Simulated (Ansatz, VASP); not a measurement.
Two plane-wave programs on BaRh

Contents of POSCAR:

```
BaRh
1.0
    5.0398249100      0.0000000000      0.0000000000
    0.0000000000      5.0398249100      0.0000000000
    0.0000000000      0.0000000000      4.0507005300
Rh Ba
2 2
Direct
    0.0000000000      0.0000000000      0.0000000000
    0.5000000000      0.5000000000      0.0000000000
    0.0000000000      0.5000000000      0.5000000000
    0.5000000000      0.0000000000      0.5000000000
```

File INCAR.step1:

```
SYSTEM = BaRh
  ALGO = Normal
  EDIFF = 1E-4
  ENCUT = 520
  GGA = PE
  ISMEAR = 1
  LASPH = .TRUE.
  LCHARG = .FALSE.
  LREAL = .FALSE.
  LWAVE = .TRUE.
  NBANDS = 33
  NELM = 100
  PREC = Accurate
  SIGMA = 0.0111
```

The input INCAR.step2:

```
SYSTEM = BaRh
  ALGO = Normal
  EDIFF = 1E-7
  ENCUT = 520
  ISIF = 2
  ISMEAR = 1
  ISTART = 1
  LASPH = .TRUE.
  LCHARG = .FALSE.
  LMIXTAU = .TRUE.
  LREAL = .FALSE.
  LWAVE = .FALSE.
  METAGGA = R2SCAN
  NBANDS = 33
  NELM = 100
  PREC = Accurate
  SIGMA = 0.0111
```

KPOINTS

```
k-points
0
G
  5 5 6
  0 0 0
```

Input for Ansatz:

```yaml
crystal:
  lattice:
    - [5.03982491, 0.0, 0.0]
    - [0.0, 5.03982491, 0.0]
    - [0.0, 0.0, 4.05070053]
  atoms:
    - { symbol: Rh, position: [0.0, 0.0, 0.0] }
    - { symbol: Ba, position: [0.0, 0.5, 0.5] }
    - { symbol: Ba, position: [0.5, 0.0, 0.5] }
    - { symbol: Rh, position: [0.5, 0.5, 0.0] }
  symmetry: { tolerance: 0.0003 }
kpoints:
  mp_grid: { grid: [5, 5, 6], shift: [0, 0, 0] }
  band_path:
    path:
      - [0.0, 0.0, 0.0]
      - [0.5, 0.5, 0.0]
      - [1.0, 0.0, 0.0]
      - [0.0, 0.0, 0.0]
      - [0.0, 0.0, 0.5]
      - [0.5, 0.5, 0.5]
      - [1.0, 0.0, 0.5]
      - [0.0, 0.0, 0.5]
      - [0.5, 0.5, 0.0]
      - [0.5, 0.5, 0.5]
      - [1.0, 0.0, 0.0]
    npoints: 6
magnetization:
  spin_polarized: false
scf:
  occupations: { method: cold, width: 0.0111 }
  lower_state_search: "off"
  max_iter: 200
hamiltonian:
  pseudopotentials: { kind: paw }
  xc: r2scan
basis:
  ecutwfc: 500
  fft_grid_basis: typed
output:
  forces: true
  stress: true
  eigenvalues: true
  bader: true
  populations: true
  elf: true
  write_potential: true
  volumetric_format: npy
  dos:
    e_range: [-12, 8]
    de: 0.05
    projected: { site_lists: { Ba: [Ba], Rh: [Rh] } }
checkpoint:
  read: saved_state
```

The cell was built by a generator and needn't be a form met in nature.

Alike in both runs: task single point; functional r2SCAN; k mesh 5 × 5 × 6; no spin polarisation.

```csv
,VASP,Ansatz
version,VASP 6.6.1,Ansatz 0.2.0
potentials or method,"VASP PAW PBE potentials, release 64 (Rh_pv, Ba_sv)",PAW plane waves
plane-wave cutoff (eV),520,500
occupations,"methfessel-paxton of order 1, width 0.0111 eV","cold, width 0.0111 eV"
valence electrons in the cell,50,54
```

```tsv
	VASP	Ansatz	Ansatz less VASP
pressure (GPa)	1.9	0.2	-1.71
largest component of the traceless stress (GPa)	0.00	0.08	+0.081
```

The two sets of potentials don't hold the same shells in valence.

Caveats: the PAW data sets were made with another functional, which shifts forces and pressure a little (VASP). The runs have no spin-orbit coupling, so splittings on Ba are missing.
